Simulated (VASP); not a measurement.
All values below come from revPBE GGA, VASP's PBE PAW potentials (set 64) (plane waves; VASP).

VASP ran on this input.

### KPOINTS
```
kpoints
0
G
 7 7 3
0 0 0
```

**POSCAR**
```
PtSe2
1
    1.9057144002    -3.3007944187     0.0000000000
    1.9057144002     3.3007944187     0.0000000000
    0.0000000000     0.0000000000     8.2319873664
Pt Se
1 2
Direct
  0.0000000000   0.0000000000   0.0000000000
  0.3333330000   0.6666670000   0.1601593866
  0.6666670000   0.3333330000   0.8398406134
```

INCAR:
```
! general
SYSTEM  = PtSe2
PREC    = Accurate
ENCUT   = 520
LREAL   = F
LASPH   = T

! electronic loop
EDIFF   = 1E-7
NELM    = 100
ALGO    = Normal
LMAXMIX = 6

! smearing
ISMEAR  = 0
SIGMA   = 0.05

! functional
GGA     = RE

! ions
IBRION  = 2
NSW     = 30
ISIF    = 4
EDIFFG  = -0.01

! output
LWAVE   = F
LCHARG  = F
```

POTCAR, in this order: Pt Se (PBE.64 set). Program: vasp_std.

Output

File OUTCAR:
```
 ion  position               nearest neighbor table
   1  0.000  0.000  0.000-   2 2.57   3 2.57   3 2.57   2 2.57   3 2.57   2 2.57
   2  0.333  0.667  0.160-   1 2.57   1 2.57   1 2.57
   3  0.667  0.333  0.840-   1 2.57   1 2.57   1 2.57
  LATTYP: Found a hexagonal cell.
 ALAT       =     3.8114290194
 C/A-ratio  =     2.1598165215
 Subroutine PRICEL returns:
 Original cell was already a primitive cell.
 Subroutine GETGRP returns: Found 12 space group operations
The static configuration has the point symmetry D_3d.
The dynamic configuration has the point symmetry D_3d.
 Subroutine INISYM returns: Found 12 space group operations
 Subroutine IBZKPT returns following result:
 Found     20 irreducible k-points:

 Following reciprocal coordinates:
            Coordinates               Weight
  0.000000  0.000000  0.000000      1.000000
  0.142857  0.000000  0.000000      6.000000
  0.285714  0.000000  0.000000      6.000000
  0.428571  0.000000  0.000000      6.000000
  0.142857  0.142857  0.000000      6.000000
  0.285714  0.142857  0.000000     12.000000
  0.428571  0.142857  0.000000      6.000000
  0.285714  0.285714  0.000000      6.000000
  0.000000  0.000000  0.333333      2.000000
  0.142857  0.000000  0.333333      6.000000
  0.000000  0.142857  0.333333      6.000000
  0.285714  0.000000  0.333333      6.000000
  0.000000  0.285714  0.333333      6.000000
  0.428571  0.000000  0.333333      6.000000
  0.000000  0.428571  0.333333      6.000000
  0.142857  0.142857  0.333333     12.000000
  0.285714  0.142857  0.333333     12.000000
 -0.142857  0.428571  0.333333     12.000000
  0.428571  0.142857  0.333333     12.000000
  0.285714  0.285714  0.333333     12.000000
   k-points           NKPTS =     20   k-points in BZ     NKDIM =     20   number of bands    NBANDS=     15
   number of dos      NEDOS =    301   number of ions     NIONS =      3
...
```

### OSZICAR
```
       N       E                     dE             d eps       ncg     rms          rms(c)
DAV:   1     0.130947307671E+03    0.13095E+03   -0.92708E+03   600   0.121E+03
DAV:   2    -0.628175371762E+01   -0.13723E+03   -0.13309E+03   784   0.222E+02
DAV:   3    -0.139486257211E+02   -0.76669E+01   -0.76209E+01   796   0.579E+01
DAV:   4    -0.140495199369E+02   -0.10089E+00   -0.10084E+00   740   0.704E+00
DAV:   5    -0.140514651988E+02   -0.19453E-02   -0.19451E-02   790   0.935E-01    0.111E+01
DAV:   6    -0.134896101102E+02    0.56186E+00   -0.49792E+00   607   0.227E+01    0.672E+00
DAV:   7    -0.132775506752E+02    0.21206E+00   -0.10111E+00   621   0.108E+01    0.325E+00
DAV:   8    -0.132650582141E+02    0.12492E-01   -0.86608E-02   754   0.203E+00    0.786E-01
DAV:   9    -0.132603519929E+02    0.47062E-02   -0.15851E-02   782   0.137E+00    0.212E-01
DAV:  10    -0.132605600482E+02   -0.20806E-03   -0.33373E-03   810   0.388E-01    0.729E-02
DAV:  11    -0.132605557355E+02    0.43127E-05   -0.98520E-05   691   0.103E-01    0.314E-02
DAV:  12    -0.132605293508E+02    0.26385E-04   -0.11360E-04   754   0.816E-02    0.621E-03
DAV:  13    -0.132605297998E+02   -0.44905E-06   -0.39848E-06   768   0.151E-02    0.321E-03
DAV:  14    -0.132605292752E+02    0.52468E-06   -0.73676E-07   739   0.676E-03    0.172E-03
DAV:  15    -0.132605291897E+02    0.85482E-07   -0.53061E-07   702   0.600E-03
   1 F= -.13260529E+02 E0= -.13260529E+02  d E =-.132605E+02
       N       E                     dE             d eps       ncg     rms          rms(c)
DAV:   1    -0.132736526964E+02   -0.13123E-01   -0.90285E-01   600   0.591E+00    0.538E-01
DAV:   2    -0.132733992798E+02    0.25342E-03   -0.34691E-02   621   0.132E+00    0.230E-01
DAV:   3    -0.132724134470E+02    0.98583E-03   -0.17465E-03   782   0.361E-01    0.122E-01
DAV:   4    -0.132720858476E+02    0.32760E-03   -0.11468E-03   754   0.216E-01    0.440E-02
DAV:   5    -0.132720445412E+02    0.41306E-04   -0.11911E-04   726   0.894E-02    0.198E-02
DAV:   6    -0.132720086252E+02    0.35916E-04   -0.51923E-05   768   0.459E-02    0.734E-03
DAV:   7    -0.132719982960E+02    0.10329E-04   -0.71991E-06   775   0.202E-02    0.314E-03
DAV:   8    -0.132719953011E+02    0.29949E-05   -0.42857E-06   775   0.132E-02    0.183E-03
DAV:   9    -0.132719950847E+02    0.21637E-06   -0.18829E-07   623   0.357E-03    0.485E-04
DAV:  10    -0.132719950488E+02    0.35974E-07   -0.22831E-08   531   0.133E-03
   2 F= -.13271995E+02 E0= -.13271995E+02  d E =-.114659E-01
       N       E                     dE             d eps       ncg     rms          rms(c)
DAV:   1    -0.132819939950E+02   -0.99989E-02   -0.17318E+00   600   0.819E+00    0.764E-01
DAV:   2    -0.132815139957E+02    0.48000E-03   -0.66519E-02   621   0.183E+00    0.325E-01
DAV:   3    -0.132796276185E+02    0.18864E-02   -0.33339E-03   775   0.492E-01    0.170E-01
DAV:   4    -0.132789989468E+02    0.62867E-03   -0.21927E-03   733   0.295E-01    0.595E-02
DAV:   5    -0.132789226806E+02    0.76266E-04   -0.21620E-04   712   0.119E-01    0.267E-02
DAV:   6    -0.132788524616E+02    0.70219E-04   -0.10148E-04   754   0.635E-02    0.104E-02
DAV:   7    -0.132788309172E+02    0.21544E-04   -0.15379E-05   761   0.295E-02    0.451E-03
DAV:   8    -0.132788247245E+02    0.61927E-05   -0.88515E-06   761   0.184E-02    0.263E-03
DAV:   9    -0.132788243082E+02    0.41633E-06   -0.44611E-07   772   0.529E-03    0.786E-04
DAV:  10    -0.132788242497E+02    0.58468E-07   -0.39713E-08   559   0.156E-03
   3 F= -.13278824E+02 E0= -.13278824E+02  d E =-.182951E-01
       N       E                     dE             d eps       ncg     rms          rms(c)
DAV:   1    -0.132789516729E+02   -0.12736E-03   -0.25803E-02   600   0.996E-01    0.920E-02
DAV:   2    -0.132789432312E+02    0.84416E-05   -0.99909E-04   607   0.225E-01    0.405E-02
DAV:   3    -0.132789164077E+02    0.26823E-04   -0.52841E-05   796   0.615E-02    0.212E-02
DAV:   4    -0.132789089562E+02    0.74515E-05   -0.32792E-05   719   0.367E-02    0.729E-03
DAV:   5    -0.132789075658E+02    0.13904E-05   -0.34250E-06   761   0.147E-02    0.333E-03
DAV:   6    -0.132789063122E+02    0.12536E-05   -0.15952E-06   775   0.728E-03    0.127E-03
DAV:   7    -0.132789058435E+02    0.46872E-06   -0.19493E-07   658   0.287E-03    0.504E-04
DAV:   8    -0.132789056684E+02    0.17509E-06   -0.16835E-07   616   0.247E-03    0.350E-04
DAV:   9    -0.132789056370E+02    0.31431E-07   -0.82703E-09   566   0.709E-04
   4 F= -.13278906E+02 E0= -.13278906E+02  d E =-.183764E-01
       N       E                     dE             d eps       ncg     rms          rms(c)
DAV:   1    -0.132835484725E+02   -0.46428E-02   -0.16661E-01   621   0.288E+00    0.282E-01
DAV:   2    -0.132808933071E+02    0.26552E-02   -0.68415E-03   614   0.726E-01    0.146E-01
DAV:   3    -0.132802425591E+02    0.65075E-03   -0.14660E-03   761   0.331E-01    0.691E-02
DAV:   4    -0.132800020494E+02    0.24051E-03   -0.64766E-04   733   0.167E-01    0.339E-02
DAV:   5    -0.132799424307E+02    0.59619E-04   -0.84399E-05   768   0.568E-02    0.120E-02
DAV:   6    -0.132799188978E+02    0.23533E-04   -0.17562E-05   803   0.283E-02    0.597E-03
DAV:   7    -0.132799078783E+02    0.11019E-04   -0.90294E-06   747   0.194E-02    0.314E-03
DAV:   8    -0.132799050141E+02    0.28643E-05   -0.28125E-06   796   0.113E-02    0.121E-03
DAV:   9    -0.132799048328E+02    0.18123E-06   -0.14394E-07   609   0.293E-03    0.387E-04
DAV:  10    -0.132799048009E+02    0.31942E-07   -0.22785E-08   594   0.130E-03
   5 F= -.13279905E+02 E0= -.13279905E+02  d E =-.999164E-03
       N       E                     dE             d eps       ncg     rms          rms(c)
DAV:   1    -0.132811704369E+02   -0.12656E-02   -0.50640E-02   621   0.159E+00    0.155E-01
DAV:   2    -0.132803705160E+02    0.79992E-03   -0.20667E-03   614   0.400E-01    0.803E-02
DAV:   3    -0.132801735069E+02    0.19701E-03   -0.44420E-04   747   0.182E-01    0.381E-02
DAV:   4    -0.132801021582E+02    0.71349E-04   -0.19635E-04   712   0.925E-02    0.187E-02
DAV:   5    -0.132800821631E+02    0.19995E-04   -0.26895E-05   782   0.318E-02    0.665E-03
DAV:   6    -0.132800740201E+02    0.81430E-05   -0.54285E-06   817   0.153E-02    0.332E-03
DAV:   7    -0.132800702277E+02    0.37924E-05   -0.28889E-06   768   0.105E-02    0.174E-03
DAV:   8    -0.132800692480E+02    0.97974E-06   -0.86935E-07   803   0.606E-03    0.657E-04
DAV:   9    -0.132800691769E+02    0.71100E-07   -0.42831E-08   608   0.157E-03
   6 F= -.13280069E+02 E0= -.13280069E+02  d E =-.116354E-02
```

### OUTCAR
```
------------------------ aborting loop because EDIFF is reached ----------------------------------------
  FORCE on cell =-STRESS in cart. coord.  units (eV):
  Direction    XX          YY          ZZ          XY          YZ          ZX
  --------------------------------------------------------------------------------------
  Total       -0.0023258     -0.0023258      0.0059679      0.0000000      0.0000000      0.0000000
  in kB       -0.0359803     -0.0359803      0.0923247      0.0000000      0.0000000      0.0000000
  external PRESSURE =       0.0067880 kB  Pullay stress =       0.0000000 kB
  volume of cell :      103.56
      direct lattice vectors                 reciprocal lattice vectors
     1.884995269 -3.264907795  0.000000000     0.265252655 -0.153143682 -0.000000000
     1.884995269  3.264907795 -0.000000000     0.265252655  0.153143682 -0.000000000
     0.000000000  0.000000000  8.413947579     0.000000000  0.000000000  0.118850277
 POSITION                                       TOTAL-FORCE (eV/Angst)
 -----------------------------------------------------------------------------------
      0.00000      0.00000     -0.00000        -0.000000     -0.000000      0.000000
      1.88500      1.08830      1.30789         0.000000      0.000000      0.003163
      1.88500     -1.08830      7.10606        -0.000000     -0.000000     -0.003163
 -----------------------------------------------------------------------------------
    total drift:                               -0.000000      0.000000      0.000000
  FREE ENERGIE OF THE ION-ELECTRON SYSTEM (eV)
  ---------------------------------------------------
  free  energy   TOTEN  =       -13.2800691769 eV

  energy  without entropy=      -13.2800691769  energy(sigma->0) =      -13.28006918

 reached required accuracy - stopping structural energy minimisation
```
(Selected blocks of OUTCAR.)

CONTCAR:
```
PtSe2
   1.00000000000000
     1.8849952690221441   -3.2649077945872786    0.0000000000000001
     1.8849952690221441    3.2649077945872786   -0.0000000000000001
     0.0000000000000000    0.0000000000000000    8.4139475788155700
  Pt              Se
     1     2
Direct
     0.0000000000000000    0.0000000000000000    0.0000000000000000
     0.3333330000000032    0.6666669999999968    0.1554429358170483
     0.6666669999999968    0.3333330000000032    0.8445570641829516
```

Without a dispersion term in the relaxation, distances and binding between the weakly bound layers, chains or molecules are unreliable, and so is what depends on them.

The compound is PtSe2 in the 1T layered structure. This cell is one point of a volume scan, at 1.03 of the reference volume. Symmetry was kept, so distortions that lower it aren't found.
